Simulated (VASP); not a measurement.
# NaBe2Se2 (P-6m2) in VASP: a run that goes wrong, beside a sound one

Two runs on NaBe2Se2: the first has a flaw, the second is sound.

Everything below comes from runs of VASP 6.6.1. Logs are shortened: lines on timing, memory, paths and dates and some standing lists are left out, and cuts for length are marked.

## Step 1: The structure

The structure is hexagonal, space group P-6m2 (No. 187). The conventional cell has a = 3.672 Å, b = 3.672 Å, c = 8.011 Å, α = 90.00°, β = 90.00°, γ = 120.00°. Na (site symmetry -6m2) is surrounded by 6 Se at 3.04 Å. Be (site symmetry 3m) is surrounded by 3 Se at 2.22 Å and 1 Be at 2.35 Å. Around Se (site symmetry 3m) lie 3 Be at 2.22 Å.

The cell was built by a generator and needn't be a form met in nature.

## Step 2: A run with an altered input

INCAR

```
SYSTEM = NaBe2Se2
PREC = Accurate
ENCUT = 520
EDIFF = 1E-6
ISMEAR = -1
SIGMA = 0.05
LREAL = .False.
LASPH = .True.
NELM = 4
ALGO = Normal
ISIF = 2
LWAVE = .False.
LCHARG = .True.
GGA = PE
```

KPOINTS

```
regular mesh
0
Gamma
  6 6 3
  0 0 0
```

POSCAR

```
NaBe2Se2
1.0
    3.6722800000      0.0000000000      0.0000000000
   -1.8361400000      3.1802800000      0.0000000000
    0.0000000000      0.0000000000      8.0111600000
Na Be Se
1 2 2
Direct
    0.0000000000      0.0000000000      0.5000000000
    0.3333300000      0.6666700000      0.1463900000
    0.3333300000      0.6666700000      0.8536100000
    0.6666700000      0.3333300000      0.2285200000
    0.6666700000      0.3333300000      0.7714800000
```

Potentials or basis: VASP PAW PBE potentials, release 64 (Na_pv, Be, Se).

The run is started by

```
> cat potpaw_PBE.64/Na_pv/POTCAR potpaw_PBE.64/Be/POTCAR potpaw_PBE.64/Se/POTCAR > POTCAR
> mpirun -np 1 vasp_std > vasp.out
```

OUTCAR:

```text
SYSTEM = NaBe2Se2
   PREC = Accurate
   ENCUT = 520
   EDIFF = 1E-6
   ISMEAR = -1
   LREAL = .False.
   LASPH = .True.
   NELM = 4
   ISIF = 2
   GGA = PE

 ion  position               nearest neighbor table
   1  0.000  0.000  0.500-
   2  0.333  0.667  0.146-   4 2.22   4 2.22   4 2.22   3 2.35
   3  0.333  0.667  0.854-   5 2.22   5 2.22   5 2.22   2 2.35
[... 646 lines left out ...]
  energy-cutoff  :      520.00
  volume of cell :       93.56
      direct lattice vectors                 reciprocal lattice vectors
     3.672280000  0.000000000  0.000000000     0.272310390  0.157218861  0.000000000
    -1.836140000  3.180280000  0.000000000     0.000000000  0.314437722  0.000000000
     0.000000000  0.000000000  8.011160000     0.000000000  0.000000000  0.124825868

 POSITION                                       TOTAL-FORCE (eV/Angst)
 -----------------------------------------------------------------------------------
      0.00000      0.00000      4.00558        -0.005474      0.003160      0.000000
     -0.00002      2.12020      1.17275         0.001994     -0.001151     -0.058919
     -0.00002      2.12020      6.83841         0.001994     -0.001151      0.058919
      1.83616      1.06008      1.83071         0.000743     -0.000429     -0.408907
      1.83616      1.06008      6.18045         0.000743     -0.000429      0.408907
 -----------------------------------------------------------------------------------
    total drift:                               -0.013049      0.007536      0.000000

  FREE ENERGIE OF THE ION-ELECTRON SYSTEM (eV)
  ---------------------------------------------------
  free  energy   TOTEN  =       -18.8729078927 eV

  energy  without entropy=      -18.8681828972  energy(sigma->0) =      -18.87054539
```

On the terminal:

```text
POSCAR found type information on POSCAR NaBeSe
[... 25 lines left out ...]
 -----------------------------------------------------------------------------
```

Run time: 6.7 s. Hardware: 1 thread of AMD EPYC 9R45 (Zen 5), shared host; peak memory 0.18 GiB.

No converged result was reached. The input was made wrong on purpose: too few electronic steps (NELM = 4).

## Step 3: Band structure, PBE

INCAR

```
  ALGO = Normal
  EDIFF = 1E-6
  ENCUT = 520
  GGA = PE
  ISIF = 2
  ISMEAR = -1
  LASPH = T
  LCHARG = F
  LREAL = F
  LWAVE = F
  NELM = 100
  PREC = Accurate
  SIGMA = 0.05
```

KPOINTS

```
k-points
0
Gamma
  6 6 3
```

POSCAR is that of step 2.

KPOINTS_OPT

```
path GMKGALHA,LM,KH
15
line-mode
reciprocal
 0.0000000000  0.0000000000  0.0000000000  G
 0.5000000000  0.0000000000  0.0000000000  M

 0.5000000000  0.0000000000  0.0000000000  M
 0.3333333333  0.3333333333  0.0000000000  K

 0.3333333333  0.3333333333  0.0000000000  K
 0.0000000000  0.0000000000  0.0000000000  G

 0.0000000000  0.0000000000  0.0000000000  G
 0.0000000000  0.0000000000  0.5000000000  A

 0.0000000000  0.0000000000  0.5000000000  A
 0.5000000000  0.0000000000  0.5000000000  L

 0.5000000000  0.0000000000  0.5000000000  L
 0.3333333333  0.3333333333  0.5000000000  H

 0.3333333333  0.3333333333  0.5000000000  H
 0.0000000000  0.0000000000  0.5000000000  A

 0.5000000000  0.0000000000  0.5000000000  L
 0.5000000000  0.0000000000  0.0000000000  M

 0.3333333333  0.3333333333  0.0000000000  K
 0.3333333333  0.3333333333  0.5000000000  H
```

Potentials or basis: VASP PAW PBE potentials, release 64 (Na_pv, Be, Se).

The run is started by

```
> cat potpaw_PBE.64/Na_pv/POTCAR potpaw_PBE.64/Be/POTCAR potpaw_PBE.64/Se/POTCAR > POTCAR
> mpirun -np 1 vasp_std > vasp.out
```

It took 72 s on 1 thread of AMD EPYC 9R45 (Zen 5), shared host; peak memory 0.19 GiB.

The run converged. Its results:

```yaml
Free_energy: -18.4789 eV
Pressure: 0.1 GPa
Largest_force: 0.020 eV/Å
Band_gap_along_the_path: none (metal or under the smearing width)
```

Forces in eV/Å, atoms in the order of the input:
```
Na   0.000  0.000  0.000
Be   0.000  0.000  0.000
Be   0.000  0.000  0.000
Se   0.000  0.000 -0.020
Se   0.000  0.000  0.020
```

Stress tensor (GPa, compression positive):
```
0.19 0.00 0.00
0.00 0.19 0.00
0.00 0.00 0.04
```

Levels at the corners of the path, in eV from the Fermi level:
| point | band 8 | band 9 | band 10 | band 11 | band 12 | band 13 | band 14 | band 15 |
| --- | --- | --- | --- | --- | --- | --- | --- | --- |
| Γ | -2.25 | -2.25 | -1.94 | -1.94 | -0.37 | 2.90 | 2.99 | 3.68 |
| M | -4.12 | -3.66 | -3.27 | -2.05 | -0.81 | 1.63 | 2.78 | 3.63 |
| M | -4.12 | -3.66 | -3.27 | -2.05 | -0.81 | 1.63 | 2.78 | 3.63 |
| K | -5.57 | -5.11 | -3.79 | -1.93 | -0.70 | 2.44 | 4.14 | 4.76 |
| K | -5.57 | -5.11 | -3.79 | -1.93 | -0.70 | 2.44 | 4.14 | 4.76 |
| Γ | -2.25 | -2.25 | -1.94 | -1.94 | -0.37 | 2.90 | 2.99 | 3.68 |
| Γ | -2.25 | -2.25 | -1.94 | -1.94 | -0.37 | 2.90 | 2.99 | 3.68 |
| A | -2.22 | -2.22 | -1.99 | -1.99 | 1.29 | 2.30 | 3.20 | 3.71 |
| A | -2.22 | -2.22 | -1.99 | -1.99 | 1.29 | 2.30 | 3.20 | 3.71 |
| L | -3.63 | -3.62 | -3.30 | -2.87 | -0.44 | 2.05 | 2.14 | 2.76 |
| L | -3.63 | -3.62 | -3.30 | -2.87 | -0.44 | 2.05 | 2.14 | 2.76 |
| H | -5.58 | -5.23 | -3.28 | -2.68 | -0.47 | 2.97 | 3.33 | 3.99 |
| H | -5.58 | -5.23 | -3.28 | -2.68 | -0.47 | 2.97 | 3.33 | 3.99 |
| A | -2.22 | -2.22 | -1.99 | -1.99 | 1.29 | 2.30 | 3.20 | 3.71 |
| L | -3.63 | -3.62 | -3.30 | -2.87 | -0.44 | 2.05 | 2.14 | 2.76 |
| M | -4.12 | -3.66 | -3.27 | -2.05 | -0.81 | 1.63 | 2.78 | 3.63 |
| K | -5.57 | -5.11 | -3.79 | -1.93 | -0.70 | 2.44 | 4.14 | 4.76 |
| H | -5.58 | -5.23 | -3.28 | -2.68 | -0.47 | 2.97 | 3.33 | 3.99 |
